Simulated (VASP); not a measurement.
Given:

```xyz
63
Lattice="7.1466 0.0000 0.0000 0.0000 7.1466 0.0000 0.0000 0.0000 7.1466" Properties=species:S:1:pos:R:3 pbc="T T T"
C      3.5737     7.1411     7.1453
C      4.4558     0.9109     0.9151
C      5.3539     1.7962     0.0157
C      6.2389     2.6941     0.9151
C      5.3539     0.0115     1.8002
C      6.2389     0.9111     2.6980
C      0.0002     0.0031     0.0073
C      0.8882     0.8968     0.9009
C      1.7805     1.7837     7.1425
C      2.6800     2.6732     0.8980
C      3.5818     3.5682     0.0061
C      4.4771     4.4699     0.8982
C      5.3663     5.3695     7.1427
C      6.2531     6.2620     0.9011
C      1.7806     7.1383     1.7879
C      2.6799     0.8939     2.6773
C      3.4913     1.7313     1.7355
C      5.4186     3.6585     1.7358
C      6.2560     4.4700     2.6774
C      3.5818     0.0019     3.5724
C      4.4769     0.8941     4.4740
C      5.4186     1.7315     3.6626
C      6.2559     2.6731     4.4741
C      5.3663     7.1385     5.3736
C      6.2530     0.8971     6.2663
C      0.0087     3.5761     7.1455
C      0.8947     4.4652     0.8893
C      1.7942     5.3557     7.1435
C      2.6848     6.2550     0.8892
C      7.1384     1.7960     1.8000
C      0.8954     2.6800     2.6839
C      1.7839     3.5749     1.7764
C      2.6853     4.4643     2.6349
C      3.5750     5.3659     1.7766
C      4.4701     6.2544     2.6840
C      0.0086     7.1415     3.5802
C      0.8946     0.8854     4.4693
C      1.7839     1.7724     3.5791
C      2.6855     2.6308     4.4684
C      4.5192     4.4645     4.4684
C      5.3776     5.3661     3.5792
C      6.2649     6.2553     4.4694
C      1.7942     7.1393     5.3600
C      2.6848     0.8851     6.2592
C      3.5749     1.7723     5.3700
C      4.4700     2.6799     6.2585
C      5.3776     3.5750     5.3701
C      6.2649     4.4653     6.2593
C      0.0115     5.3693     1.7879
C      0.8979     6.2520     2.6822
C      0.0015     3.5682     3.5725
C      0.9041     4.4585     4.4627
C      1.7963     5.3536     3.5655
C      2.6915     6.2459     4.4626
C      0.0115     1.7838     5.3736
C      0.8979     2.6782     6.2560
C      1.7965     3.5614     5.3579
C      2.6917     4.4585     6.2502
C      3.5885     5.3535     5.3578
C      4.4718     6.2519     6.2560
C      0.0107     5.3558     5.3600
C      0.8992     6.2507     6.2549
B      3.5575     3.5924     3.5965
```
Cell charge -1.

Calculation: PBE GGA, VASP's PBE PAW potentials (set 64) (plane waves; VASP). Run with PREC = Normal, LREAL = Auto, ISYM = 0, NELECT = 252.0, 400 eV cut-off, 1×1×1 Γ-centred mesh, Gaussian smearing of 0.050 eV, potentials C B. Starting moments (MAGMOM): 63*0.0317. The cell's moment is fixed (NUPDOWN = 2).

At this cut-off the stress carries a Pulay error, which pulls relaxed volumes low. The cell is charged, with a uniform compensating background.  The supercell is sampled at Γ alone, which is coarse: total energies, pressure and levels can be off, energies of defects by several tenths of an eV.

Problem. Estimate the cell moment, energy per atom (σ→0), pressure.

Solution. 
- cell moment: 2.00 μB
- energy per atom (σ→0): -842.8 kJ/mol of atoms
- pressure: 5.79 GPa

Problem. Give the moment on each site (PAW-sphere projection).

Solution. 
```json
[
 {"site": "C1", "moment (μB)": "0.02"},
 {"site": "C2", "moment (μB)": "-0.01"},
 {"site": "C3", "moment (μB)": "0.01"},
 {"site": "C4", "moment (μB)": "-0.01"},
 {"site": "C5", "moment (μB)": "0.01"},
 {"site": "C6", "moment (μB)": "-0.01"},
 {"site": "C7", "moment (μB)": "0.00"},
 {"site": "C8", "moment (μB)": "0.00"},
 {"site": "C9", "moment (μB)": "0.03"},
 {"site": "C10", "moment (μB)": "0.00"},
 {"site": "C11", "moment (μB)": "0.01"},
 {"site": "C12", "moment (μB)": "0.00"},
 {"site": "C13", "moment (μB)": "0.03"},
 {"site": "C14", "moment (μB)": "0.00"},
 {"site": "C15", "moment (μB)": "0.03"},
 {"site": "C16", "moment (μB)": "0.00"},
 {"site": "C17", "moment (μB)": "0.33"},
 {"site": "C18", "moment (μB)": "0.33"},
 {"site": "C19", "moment (μB)": "0.00"},
 {"site": "C20", "moment (μB)": "0.01"},
 {"site": "C21", "moment (μB)": "0.00"},
 {"site": "C22", "moment (μB)": "0.33"},
 {"site": "C23", "moment (μB)": "0.00"},
 {"site": "C24", "moment (μB)": "0.03"},
 {"site": "C25", "moment (μB)": "0.00"},
 {"site": "C26", "moment (μB)": "0.02"},
 {"site": "C27", "moment (μB)": "0.00"},
 {"site": "C28", "moment (μB)": "0.00"},
 {"site": "C29", "moment (μB)": "0.00"},
 {"site": "C30", "moment (μB)": "0.01"},
 {"site": "C31", "moment (μB)": "0.00"},
 {"site": "C32", "moment (μB)": "0.01"},
 {"site": "C33", "moment (μB)": "0.01"},
 {"site": "C34", "moment (μB)": "0.01"},
 {"site": "C35", "moment (μB)": "0.00"},
 {"site": "C36", "moment (μB)": "0.02"},
 {"site": "C37", "moment (μB)": "0.00"},
 {"site": "C38", "moment (μB)": "0.01"},
 {"site": "C39", "moment (μB)": "0.01"},
 {"site": "C40", "moment (μB)": "0.01"},
 {"site": "C41", "moment (μB)": "0.01"},
 {"site": "C42", "moment (μB)": "0.00"},
 {"site": "C43", "moment (μB)": "0.00"},
 {"site": "C44", "moment (μB)": "0.00"},
 {"site": "C45", "moment (μB)": "0.01"},
 {"site": "C46", "moment (μB)": "0.00"},
 {"site": "C47", "moment (μB)": "0.01"},
 {"site": "C48", "moment (μB)": "0.00"},
 {"site": "C49", "moment (μB)": "0.03"},
 {"site": "C50", "moment (μB)": "0.01"},
 {"site": "C51", "moment (μB)": "0.01"},
 {"site": "C52", "moment (μB)": "0.00"},
 {"site": "C53", "moment (μB)": "0.00"},
 {"site": "C54", "moment (μB)": "0.00"},
 {"site": "C55", "moment (μB)": "0.03"},
 {"site": "C56", "moment (μB)": "0.01"},
 {"site": "C57", "moment (μB)": "0.00"},
 {"site": "C58", "moment (μB)": "0.00"},
 {"site": "C59", "moment (μB)": "0.00"},
 {"site": "C60", "moment (μB)": "0.01"},
 {"site": "C61", "moment (μB)": "0.00"},
 {"site": "C62", "moment (μB)": "0.00"},
 {"site": "B63", "moment (μB)": "-0.02"}
]
```

The absolute energy has meaning only against runs of the same code, potentials and settings.

The cell is a supercell with a defect, built from C (diamond): B_C-vac_C, charge -1.
